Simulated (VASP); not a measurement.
Data:

```yaml
crystal:
  lattice:
    - [-2.99512, 2.99512, 1.62921]
    - [2.99512, -2.99512, 1.62921]
    - [2.99512, 2.99512, -1.62921]
  atoms:
    - { symbol: Sn, position: [0.75000, 0.25000, 0.50000] }
    - { symbol: Sn, position: [0.00000, 0.00000, 0.00000] }
```

Computed with PBE GGA, VASP's PBE PAW potentials (set 64) (plane waves; VASP 6.6.1). Settings: 300 eV cut-off, 8×8×8 Γ-centred mesh, Gaussian smearing of 0.050 eV, potentials Sn_d.

At this cut-off the stress carries a Pulay error, which pulls relaxed volumes low. Unless said otherwise, spin-orbit coupling is left out, though it shifts the bands of the heavy elements here.

Problem. Estimate the energy per atom (σ→0), pressure, band gap (on the k-mesh) with the smallest direct gap where there is one.

Solution. 
| Quantity | Value |
|---|---|
| band gap (on the k-mesh) | none (metal, semimetal or under 0.01 eV) |
| energy per atom (σ→0) | -366.1 kJ/mol of atoms |
| pressure | -1.59 GPa |

Total energies compare only between runs with the same potentials, cut-off and functional.

The structure comes from a computed database's Sn entry; how it stands against other phases isn't given here. The cell was not relaxed at this level.
